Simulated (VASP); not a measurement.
The system is HfZr2Se4.

```xyz
7
Lattice="5.9746 0.0000 0.0000 0.0000 5.9746 0.0000 0.0000 0.0000 5.3863" Properties=species:S:1:pos:R:3 pbc="T T T"
Zr    0.0000    0.0000    0.0000
Zr    0.0000    0.0000    2.6931
Hf    2.9873    2.9873    0.0000
Se    2.9873    0.0000    2.6931
Se    0.0000    2.9873    2.6931
Se    2.9873    0.0000    0.0000
Se    0.0000    2.9873    0.0000
```

The cell was built by a generator and needn't be a form met in nature.

- Program: VASP 6.6.1
- Task: relaxation of cell and atoms
- Functional: PBE
- Potentials or basis: VASP PAW PBE potentials, release 64 (Zr_sv, Hf_pv, Se)
- Cutoff: 520 eV
- k mesh: 3 × 3 × 3
- Occupations: gaussian, width 0.15 eV
- Spin: no spin polarisation

At the start: pressure -4.6 GPa; volume 27.47 Å³/atom.

Problem. Where does the relaxation end?

Solution. Over 11 steps the energy falls by 604.9 meV/atom and the volume is 27.62 Å³/atom (+0.6 %); space group P4/mmm (No. 123, to 0.05 Å).

The path:
```tsv
step	energy change (eV)	largest force (eV/Å)	pressure (GPa)	volume (Å³)
1	0.0000	0.0000	-4.57	192.27
2	-3.6204	0.0000	1.84	168.99
3	-3.6588	0.0000	3.37	166.97
4	-3.6583	0.0000	3.94	166.30
5	-3.8972	0.0000	-0.46	179.12
6	-3.9287	0.0000	-1.80	184.26
7	-4.1601	0.0000	-0.36	187.03
8	-3.6152	0.0000	6.56	193.19
9	-4.2286	0.0000	0.84	188.76
10	-4.2289	0.0000	0.94	188.89
11	-4.2342	0.0000	0.09	193.34
```

Final structure:
```
CELL_PARAMETERS angstrom
5.24854 0.00000 0.00000
0.00000 5.24854 0.00000
0.00000 0.00000 7.01849
ATOMIC_POSITIONS crystal
Zr 0.00000 0.00000 0.00000
Zr 0.00000 0.00000 0.50000
Hf 0.50000 0.50000 0.00000
Se 0.50000 0.00000 0.50000
Se 0.00000 0.50000 0.50000
Se 0.50000 0.00000 0.00000
Se 0.00000 0.50000 0.00000
```

Caveat: the k mesh is coarse (spacing up to 0.39 Å⁻¹), so the values aren't converged; this functional lacks dispersion, which binds the layers, so the pressure and a relaxed spacing across them are unreliable; the relaxation stopped at a loose force limit of 0.08 eV/Å, so its end isn't a converged minimum.
